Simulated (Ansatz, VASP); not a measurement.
**Re (Rhenium) in two plane-wave programs**

Aim: how closely do two programs agree when they are given the same cell, functional and k mesh? The structure shown is the end of the Ansatz relaxation below.

Program: Ansatz 0.2.0. Level of theory: plane waves, with VASP 6.6.1 beside it; single point at LDA. Results are calculated unless marked as measured.

## 1. Starting point

Symmetry: P6_3/mmc, No. 194, hexagonal system. The conventional cell has a = 2.725 Å, b = 2.725 Å, c = 4.504 Å, α = 90.00°, β = 90.00°, γ = 120.00°. Nearest to Re lie 12 Re at 2.72 to 2.75 Å.

## 2. Ansatz: relaxation, LDA

Ansatz runs on its PAW soft_1 files.

This run makes the geometry at which the two programs are then compared.

Contents of input.yaml:

```yaml
crystal:
  lattice:
    - [2.7308460311, 0.0, 0.0]
    - [-1.3654230155, 2.3649820367, 0.0]
    - [0.0, 0.0, 4.5044606739]
  atoms:
    - { symbol: Re, position: [0.3333333329, 0.6666666671, 0.25] }
    - { symbol: Re, position: [0.6666666671, 0.3333333329, 0.75] }
kpoints:
  mp_grid: { grid: [18, 18, 12] }
hamiltonian:
  xc: lda
  pseudopotentials: { kind: paw, azcp: { folder: soft_1 }, xc_functional: pbe }
scf:
  occupations: { method: methfessel_paxton, width: 0.2 }
output:
  forces: true
  stress: true
  eigenvalues: true
relax:
  adjacent_minimum: "off"
  f_tol: 0.001
  max_steps: 60
  cell: { stress_tol: 0.01, fix: [c, angles] }
```

Launch:

```
> ansatz run input.yaml --threads 4 --pin off --max-ram 10240MiB --backend cpu --events-out ev --progress --plain --runs-dir out
```

Numbers of over 12 decimals in the logs are rounded to 6 here.

The program printed:

```text
Warning: crystal.symmetry: narrowed to the stabiliser of the fixed cell quantities (relax.cell.fix) — unitary ops 24 → 8. The narrowing is safe, since a smaller group never makes results wrong: the run goes on under it, on as many k-points as the starting group would need, or more. Excluded: 16 operations that would move a fixed cell quantity at a test strain (relax.cell.fix fixes c, alpha, beta, gamma). The cell can leave their symmetry as it relaxes.
Engine: ansatz 0.2.0, x86_64-unknown-linux-gnu
Pseudopotentials: kind: paw
Pseudopotential: Re, paw, valence charge 15, recommended cutoff 420 eV (normal), soft_1/Re.paw.azcp
Functional definition: SPW92
  exchange = slater_x
  correlation = pw_c
Crystal: 2 atoms, lattice volume = 29.092 Å³
Basis set: ecut = 420 eV, 573 PW (Γ)
Bands: 19, of which v1, the nominal top of the filled ones, is band 15 counted from 1 (14 counted from 0)
Symmetry: 8 space group operations
k-points: 637 of 3888
Non-local potential: Re, projectors of the file, l = 0: 3, l = 1: 2, l = 2: 2, l = 3: 1
PAW form: soft (Blöchl's): semilocal exchange-correlation on the pseudo side does not see the compensation charge
PAW frozen core: Re, regenerated for the run's functional, and the local potential with it (the file was generated under x = pbe(κ = 0.804, μ = 0.219515), c = pbe(β = 0.066725))
PAW one-centre angular grid: Re, 590 points (default); XC on 64 Gauss nodes
Initial density: superposition of atomic densities (chi_scale 0.1, normalization cell)
Initial wavefunctions: pseudopotential atomic-orbital guess
Functional: x = slater, c = lda
SCF iter   1: F=—  HF=-21217.529620 eV  |F-HF|=—  |Δ(HF+E_count)|=         —  Δρ=5.96e-2  dr2=9.42e-1  ethr=3.10e-3  ⟨swp⟩=4.6  Hψ=47991  notcnv=0
preconditioner: auto → none  [metal: Δε(μ)=0.012 eV  Ē_g=6.449 eV  σ=0.200 eV  W_gap=0.05  n_scr=8 (ndim 8)  ℏωp=25.8 eV  f_vac=0.000  D(μ)=1.50/eV (n_scr^D=22)  sad-step TF]
SCF iter   2: F=—  HF=-21217.260880 eV  |F-HF|=—  |Δ(HF+E_count)|=   2.69e-1  S|Δr|=    0.00e0  Δρ=3.44e-2  dr2=3.03e-1  ethr=3.10e-3  ⟨swp⟩=2.0  Hψ=19419  notcnv=0  defer=9
SCF iter   3: F=—  HF=-21217.137953 eV  |F-HF|=—  |Δ(HF+E_count)|=   1.23e-1  S|Δr|=    0.00e0  Δρ=1.56e-3  dr2=2.61e-4  ethr=1.01e-3  ⟨swp⟩=2.9  Hψ=22801  notcnv=0  defer=9
SCF iter   4: F=—  HF=-21217.138165 eV  |F-HF|=—  |Δ(HF+E_count)|=   2.11e-4  S|Δr|=    0.00e0  Δρ=1.57e-4  dr2=7.86e-6  ethr=8.70e-7  ⟨swp⟩=2.1  Hψ=17847  notcnv=0  defer=9
SCF iter   5: F=—  HF=-21217.138162 eV  |F-HF|=—  |Δ(HF+E_count)|=   2.83e-6  S|Δr|=    0.00e0  Δρ=2.46e-5  dr2=1.19e-7  ethr=2.62e-8  ⟨swp⟩=2.0  Hψ=16422  notcnv=0  defer=9
SCF iter   6: F=-21217.138162 eV  HF=-21217.138162 eV  |F-HF|=4.50e-9  |Δ(HF+E_count)|=   1.53e-8  S|Δr|=    0.00e0  Δρ=5.86e-6  dr2=8.00e-9  ethr=3.33e-10  ⟨swp⟩=4.5  Hψ=41983  notcnv=0
SCF 1 converged in 6 iterations: F = -21217.138162 eV  dr2 = 8.00e-9
  greatest PAW one-centre occupation: 0.999 electrons in one spin orbital (limit 2), on the Re atom at site 1 (counted from 0), in its partial waves of l = 0
relax step   1: F+E_penalty+E_count = -21217.13816198 eV  Δ(F+E_penalty+E_count) = +0.000e0 eV  max|allowed force component| = 3.137e-7 eV/Å  Δτ_max = 0.0000 Å  P = -5.701 GPa  Ω = 29.092 Å³  fix = [c, alpha, beta, gamma]  reactions: c -12.832 GPa; gamma +0.000 GPa/rad  (6 SCF iters, dr2 threshold 1.00e-7 eV, accepted)
[...]
relax step   2: F+E_penalty+E_count = -21217.13503817 eV  Δ(F+E_penalty+E_count) = +3.124e-3 eV  max|allowed force component| = 6.051e-7 eV/Å  Δτ_max = 0.0000 Å  P = -0.106 GPa  Ω = 28.690 Å³  energy of the carried Pulay correction = +1.739e-4 eV  fix = [c, alpha, beta, gamma]  (4 SCF iters, dr2 threshold 2.00e-7 eV, rejected (line search))
[...]
relax step   3: F+E_penalty+E_count = -21217.13906128 eV  Δ(F+E_penalty+E_count) = -8.993e-4 eV  max|allowed force component| = 2.069e-7 eV/Å  Δτ_max = 0.0000 Å  P = -4.033 GPa  Ω = 28.968 Å³  energy of the carried Pulay correction = +5.316e-5 eV  fix = [c, alpha, beta, gamma]  reactions: c -11.996 GPa; gamma -0.000 GPa/rad  (7 SCF iters, accepted)
[...]
relax step   4: F+E_penalty+E_count = -21217.13906306 eV  Δ(F+E_penalty+E_count) = -1.774e-6 eV  max|allowed force component| = 6.336e-8 eV/Å  Δτ_max = 0.0000 Å  P = -3.991 GPa  Ω = 28.965 Å³  energy of the carried Pulay correction = +5.446e-5 eV  fix = [c, alpha, beta, gamma]  reactions: c -11.975 GPa; gamma -0.000 GPa/rad  (2 SCF iters, dr2 threshold 6.51e-9 eV, accepted)
[...]
relax step   5: F+E_penalty+E_count = -21217.13900315 eV  Δ(F+E_penalty+E_count) = +5.991e-5 eV  max|allowed force component| = 5.416e-8 eV/Å  Δτ_max = 0.0000 Å  P = -3.991 GPa  Ω = 28.965 Å³  fix = [c, alpha, beta, gamma]  reactions: c -11.974 GPa; gamma -0.000 GPa/rad  stress off target by 8.72e-5 GPa on what of the cell is left free  SCF on the basis re-selected at this cell (its energy is not comparable with the rows above)  (4 SCF iters)
basis re-selected at this cell: Δ(F+E_penalty+E_count) = +5.991e-5 eV, ΔP = -0.000 GPa vs the last step (what re-selecting the basis moved, of the pressure what is left beyond the Pulay correction that the steps carried, after the strain that the cell walked since its last selection, with what the two solves' SCF thresholds leave and, on support functions, any second-order correction that the steps lacked; it is no m [...]
SCF converged after 4 iterations
Stability not checked: this state was not tested for a lower state beside it, because cold or Methfessel-Paxton smearing, or corrected tetrahedra, fill the levels in a way that the test cannot read (fill_not_monotonic; see scf.lower_state_search)
Free energy (F): -21217.139003 eV
Harris-Foulkes:  -21217.139003 eV  (|F-HF|=1.46e-11)
Internal energy: -21217.140242 eV  (E = F + TS)
E sigma→0 (E₀):  -21217.139313 eV
Entropy (-TS):   0.001239 eV (0.619 meV/atom)
Fermi energy:    24.144948 eV
Step filling:    the computed levels leave a gap of 0.0000 eV = 0.0 smearing widths at the electron count; against every level under it full and every level over it empty, smearing changes F+E_penalty+E_count by +0.871 meV and its σ→0 estimate by +0.562 meV
--- Per-component energies (eV) ---
  E_band       = -139.406823
  E_kinetic    = 1049.287426
  E_local      = -1531.024794  (includes V_loc(G=0)·N_el)
  E_nonlocal   = 171.891374
  E_hartree    = 533.335197
  E_xc         = -709.276293
  E_vxc        = -582.350196  (∫ρ·V_xc dr)
  E_paw        = -16893.141246  (= ΣΔE_a)
  E_vpaw       = -313.881094  (= ΣTr[D̂ρ^β])
  E_aug_tail   = 0.000098  (compensation charges beyond the density's cutoff)
  E_ewald      = -3838.850345
  E_core_change = 0.638340  (= ΣΔE_core)
  E_smearing   = 0.001239  (= −TS)
  E_closure    = 0.000000  (closes the sum)
  Σ components = -21217.139003   (vs F -21217.139003, Δ=0.00e0)
--- Forces (eV/Å), atoms counted from 1 ---
  atom   1  Re     0.00000005    -0.00000003     0.00000000
  atom   2  Re    -0.00000005     0.00000003     0.00000000
  max |Σ_I F_I| component: 0.00e0 eV/Å
--- Stress (GPa, compression-positive) ---
        0.000087       0.000000       0.000000
        0.000000       0.000087       0.000000
        0.000000       0.000000     -11.974371
  P = ⅓ Tr σ = -3.9914 GPa (-39.914 kbar)
--- Band table (eV; the first three rows and the last of 637) ---
  k-point 0: bands = [... 11 lower, 22.5281, 22.5281, 23.3172, 23.3172, 24.5108, 24.5108, 24.6128, 27.5613]
  k-point 1: bands = [... 11 lower, 22.4945, 22.4945, 23.2704, 23.2704, 24.3713, 24.6174, 24.6174, 27.5656]
  k-point 2: bands = [... 11 lower, 22.4207, 22.4207, 23.1425, 23.1425, 23.7587, 24.9054, 24.9054, 27.5607]
  k-point 636: bands = [... 11 lower, 19.8371, 24.6037, 24.6037, 25.1524, 25.1524, 28.6841, 28.6841, 28.9968]
--- Relaxed structure (4 steps of the walk, 3 accepted, 1 SCFs on fresh bases) ---
  F+E_penalty+E_count = -21217.13900315 eV   max|allowed force component| = 5.416e-8 eV/Å   (the final SCF, on the basis selected at the relaxed cell)
  cell:  # Å, volume = 28.9652 Å³
    - [2.724905, -2.88047185180103e-11, 0.0]
    - [-1.362453, 2.359837, 0.0]
    - [0.0, 0.0, 4.5044606739]
  atoms:
    - { symbol: Re, position: [0.333333, 0.666667, 0.25] }
    - { symbol: Re, position: [0.666667, 0.333333, 0.750000] }
```

In the SCF lines HF is the Harris–Foulkes energy and dr2 the Hartree energy of the density residual, in eV; the loop may stop once dr2 is under the threshold and the program's other checks hold. Hψ counts applications of the Hamiltonian.

## 3. VASP: single point, LDA, pair 1

The same cell, functional (in two slightly different forms), mesh and smearing now go to VASP, with its own data sets.

Lines of VASP's logs that name or quote its potential files are left out, and so is its time.

Contents of INCAR:

```
SYSTEM = Re
PREC = Accurate
ENCUT = 600
EDIFF = 1E-06
NELM = 120
ISMEAR = 1
SIGMA = 0.2
LREAL = .FALSE.
ALGO = Normal
GGA = CA
NBANDS = 13
LASPH = .TRUE.
LORBIT = 11
LWAVE = .FALSE.
LCHARG = .FALSE.
ISIF = 2
GGA_COMPAT = .FALSE.
KPAR = 2
```

Contents of POSCAR:

```
Re
1.0
    2.7249050521      0.0000000000      0.0000000000
   -1.3624525260      2.3598369980      0.0000000000
    0.0000000000      0.0000000000      4.5044606739
Re
2
Direct
    0.3333333319      0.6666666681      0.2500000000
    0.6666666681      0.3333333319      0.7500000000
```

Contents of KPOINTS:

```
Automatic mesh
0
Gamma
18 18 12
0 0 0
```

Potentials, in the order of the species: Re (LDA family, release 64).

Launch:

```
> mpirun -np 2 vasp_std
```

The program printed:

```text
[banner, memory and clock lines left out]
running    2 mpi-ranks, on    1 nodes
 distrk:  each k-point on    1 cores,    2 groups
 distr:  one band on    1 cores,    1 groups

 POSCAR found type information on POSCAR Re
 POSCAR found :  1 types and       2 ions
 LDA part: xc-table for (Slater(with rela. corr.)+CA(PZ))
 , standard interpolation
 POSCAR, INCAR and KPOINTS ok, starting setup
 FFT: planning ... GRIDC
 FFT: planning ... GRID_SOFT
 FFT: planning ... GRID
 WAVECAR not read
 entering main loop
       N       E                     dE             d eps       ncg     rms          rms(c)
DAV:   1     0.119191332447E+03    0.11919E+03   -0.64041E+03  7301   0.123E+03
DAV:   2    -0.202229671693E+02   -0.13941E+03   -0.12298E+03 10703   0.448E+02
DAV:   3    -0.287853202594E+02   -0.85624E+01   -0.74647E+01 11286   0.146E+02
DAV:   4    -0.289723798639E+02   -0.18706E+00   -0.18318E+00 11017   0.132E+01
DAV:   5    -0.289735066231E+02   -0.11268E-02   -0.11263E-02 11127   0.172E+00    0.439E+01
DAV:   6    -0.278703890445E+02    0.11031E+01   -0.95179E-01 11460   0.163E+01    0.187E+01
DAV:   7    -0.275220265537E+02    0.34836E+00   -0.61797E-01 11532   0.128E+01    0.395E-01
DAV:   8    -0.275121903106E+02    0.98362E-02   -0.53477E-03 10566   0.749E-01    0.154E-01
DAV:   9    -0.275110126742E+02    0.11776E-02   -0.46452E-04 10105   0.205E-01    0.419E-02
DAV:  10    -0.275110205261E+02   -0.78519E-05   -0.43541E-05 10851   0.614E-02    0.225E-02
DAV:  11    -0.275110200732E+02    0.45286E-06   -0.51854E-07  6261   0.112E-02
   1 F= -.27511020E+02 E0= -.27511426E+02  d E =0.121807E-02
```

From OUTCAR (step 3):

```text
ion  position               nearest neighbor table
   1  0.333  0.667  0.250-   2 2.75   2 2.75   2 2.75   2 2.75   2 2.75   2 2.75
   2  0.667  0.333  0.750-   1 2.75   1 2.75   1 2.75   1 2.75   1 2.75   1 2.75

  LATTYP: Found a hexagonal cell.
 ALAT       =     2.7249050521
 C/A-ratio  =     1.6530706897

 Subroutine GETGRP returns: Found 24 space group operations
 (whereof 12 operations were pure point group operations)

The static configuration has the point symmetry D_3d.
 The point group associated with its full space group is D_6h.

 Found    259 irreducible k-points:

   k-points           NKPTS =    259   k-points in BZ     NKDIM =    259   number of bands    NBANDS=     13

   dimension x,y,z NGX =    24 NGY =   24 NGZ =   36
   dimension x,y,z NGXF=    48 NGYF=   48 NGZF=   72

   ENCUT  =  600.0 eV  44.10 Ry    6.64 a.u.   5.44  5.44  9.00*2*pi/ulx,y,z

   NELECT =      14.0000    total number of electrons

 k-points in reciprocal lattice and weights: Automatic mesh
   0.00000000  0.00000000  0.00000000       0.000
   0.05555556  0.00000000  0.00000000       0.002
   0.11111111  0.00000000  0.00000000       0.002
   0.16666667 -0.00000000  0.00000000       0.002
   0.22222222  0.00000000  0.00000000       0.002
   0.27777778  0.00000000  0.00000000       0.002
   0.33333333  0.00000000  0.00000000       0.002
   0.38888889 -0.00000000  0.00000000       0.002
   0.44444444  0.00000000  0.00000000       0.002
[...]
0.33333333  0.27777778  0.50000000       0.003
   0.33333333  0.33333333  0.50000000       0.001

 average (electrostatic) potential at core
       1 -39.1973       2 -39.1973

 E-fermi :   8.0777

 k-point     1 :       0.0000    0.0000    0.0000
  band No.  band energies     occupation
    ...
      3       6.1193      2.00000
      4       6.4485      2.00000
      5       6.4485      2.00000
      6       7.2379      2.00000
      7       7.2379      2.00000
      8       8.4323     -0.03100
      9       8.4323     -0.03100
     10       8.5653     -0.00304
     11      11.4840     -0.00000
     12      11.4840     -0.00000
    ...

 k-point     2 :       0.0556    0.0000    0.0000
  band No.  band energies     occupation
    ...
      4       6.5706      2.00000
      5       6.5833      2.00000
      6       7.1391      2.00000
      7       7.3542      2.00000
      8       8.0180      1.48087
      9       8.3287     -0.07064
     10       8.3856     -0.05171
     11      11.5493     -0.00000
     12      12.0660     -0.00000
     13      18.0044      0.00000

 k-point     3 :       0.1111    0.0000    0.0000
  band No.  band energies     occupation
    ...
      5       6.9325      2.00000
      6       7.0003      2.00000
      7       7.0268      2.00000
      8       7.6984      2.02201
      9       8.0576      1.16904
     10       8.1664      0.32526
     11      11.7097     -0.00000
     12      13.2580      0.00000
     13      17.9453      0.00000

  Total        0.2694393      0.2694393     -1.9104104      0.0000000     -0.0000000     -0.0000000
  in kB       14.9037400     14.9037400   -105.6722816      0.0000000     -0.0000000     -0.0000000
  external PRESSURE =     -25.2882672 kB  Pullay stress =       0.0000000 kB

  energy-cutoff  :      600.00
  volume of cell :       28.97
      direct lattice vectors                 reciprocal lattice vectors
     2.724905052  0.000000000  0.000000000     0.366985264  0.211879041  0.000000000
    -1.362452526  2.359836998  0.000000000     0.000000000  0.423758082  0.000000000
     0.000000000  0.000000000  4.504460674     0.000000000  0.000000000  0.222002160

 POSITION                                       TOTAL-FORCE (eV/Angst)
 -----------------------------------------------------------------------------------
     -0.00000      1.57322      1.12612         0.000000      0.000000      0.000000
      1.36245      0.78661      3.37835        -0.000000     -0.000000      0.000000
 -----------------------------------------------------------------------------------
    total drift:                                0.000000     -0.000000     -0.000000

  FREE ENERGIE OF THE ION-ELECTRON SYSTEM (eV)
  ---------------------------------------------------
  free  energy   TOTEN  =       -27.5110200732 eV

  energy  without entropy=      -27.5122381423  energy(sigma->0) =      -27.51142610

 total charge
# of ion       s       p       d       tot
------------------------------------------
    1        0.632   0.680   4.921   6.233
    2        0.632   0.680   4.921   6.233
--------------------------------------------------
tot          1.264   1.360   9.842  12.467

[... 3 further parts left out ...]
```

The data set Re keeps the semicore shell frozen, which is cheaper and a little less accurate.

## 4. Comparison

Known differences besides the potentials themselves: the two LDA forms differ slightly; the data sets hold 30 valence electrons in Ansatz (on its PAW soft_1 files) and 14 in VASP; the cutoff is 420 eV in Ansatz and 600 eV in VASP; VASP's log shows a relativistic correction to its local exchange, Ansatz's none; Ansatz's pressure holds a Pulay correction, VASP's none. Total energies have different zeros and are not compared.

The two programs side by side:

| quantity | Ansatz | VASP | difference |
| --- | --- | --- | --- |
| pressure (GPa) | -3.99 | -2.53 | -1.46 |

## 5. Ansatz: relaxation, LDA

This run makes the geometry at which the two programs are then compared. The cell compared in this pair holds 29.13 Å³, against 28.97 Å³ for the pair before.

The structure compared here is the end of the Ansatz relaxation.

input.yaml, the sections that differ from step 2:

```yaml
crystal:
  lattice:
    - [2.7249050521, 0.0, 0.0]
    - [-1.362452526, 2.359836998, 0.0]
    - [0.0, 0.0, 4.5486220531]
  atoms:
    - { symbol: Re, position: [0.3333333319, 0.6666666681, 0.25] }
    - { symbol: Re, position: [0.6666666681, 0.3333333319, 0.75] }
# kpoints, hamiltonian, scf, output, relax: as in step 2
```

Launch:

```
> ansatz run input.yaml --threads 4 --pin off --max-ram 10240MiB --backend cpu --events-out ev --progress --plain --runs-dir out
```

The program printed:

```text
[...]
Crystal: 2 atoms, lattice volume = 29.249 Å³
Basis set: ecut = 420 eV, 573 PW (Γ)
Bands: 19, of which v1, the nominal top of the filled ones, is band 15 counted from 1 (14 counted from 0)
Symmetry: 8 space group operations
k-points: 637 of 3888
[...]
k-point 636: bands = [... 11 lower, 19.6620, 24.4925, 24.4925, 24.9876, 24.9876, 28.5724, 28.5724, 28.7730]
--- Relaxed structure (4 steps of the walk, 3 accepted, 1 SCFs on fresh bases) ---
[...]
cell:  # Å, volume = 29.1313 Å³
    - [2.719412, -2.8809312320652967e-11, 0.0]
    - [-1.359706, 2.355079, 0.0]
    - [0.0, 0.0, 4.5486220531]
  atoms:
    - { symbol: Re, position: [0.333333, 0.666667, 0.25] }
    - { symbol: Re, position: [0.666667, 0.333333, 0.75] }
[key lines of the parts left out:]
SCF converged after 5 iterations
Free energy (F): -21217.112715 eV
Fermi energy:    24.005596 eV
P = ⅓ Tr σ = -5.8960 GPa (-58.960 kbar)
```

## 6. VASP: single point, LDA, pair 2

The same cell, functional (in two slightly different forms), mesh and smearing now go to VASP, with its own data sets.

INCAR is that of step 3.

Contents of POSCAR:

```
Re
1.0
    2.7194115556      0.0000000000      0.0000000000
   -1.3597057778      2.3550794905      0.0000000000
    0.0000000000      0.0000000000      4.5486220531
Re
2
Direct
    0.3333333315      0.6666666685      0.2500000000
    0.6666666685      0.3333333315      0.7500000000
```

KPOINTS is that of step 3.

Launch:

```
> mpirun -np 2 vasp_std
```

The program printed:

```text
[... set-up lines as in an earlier step ...]
 entering main loop
       N       E                     dE             d eps       ncg     rms          rms(c)
DAV:   1     0.128265515311E+03    0.12827E+03   -0.62988E+03  7198   0.123E+03
DAV:   2    -0.200684295762E+02   -0.14833E+03   -0.13182E+03 10699   0.464E+02
DAV:   3    -0.287526595060E+02   -0.86842E+01   -0.75105E+01 11248   0.145E+02
DAV:   4    -0.289600730927E+02   -0.20741E+00   -0.19708E+00 11044   0.133E+01
[...]
DAV:   9    -0.274861639304E+02    0.11986E-02   -0.47405E-04 10237   0.202E-01    0.416E-02
DAV:  10    -0.274861715262E+02   -0.75957E-05   -0.40227E-05 10831   0.610E-02    0.215E-02
DAV:  11    -0.274861713661E+02    0.16008E-06   -0.57876E-07  6197   0.107E-02
   1 F= -.27486171E+02 E0= -.27486349E+02  d E =0.533231E-03
```

(Part 1 of 2 ends here.)

[Lines on the potential files, build, host, timing and source positions are cut from VASP's logs without a mark.]

[Logs are printed without paths, hosts, clocks, repeated set-up lines and the standing remarks that a program may print on its own settings, such as how far it seeks lower states.]

[Hosts, paths, dates, database ids (printed as entryN), source tags and the programs' standing remarks are cut or masked in the printed files.]
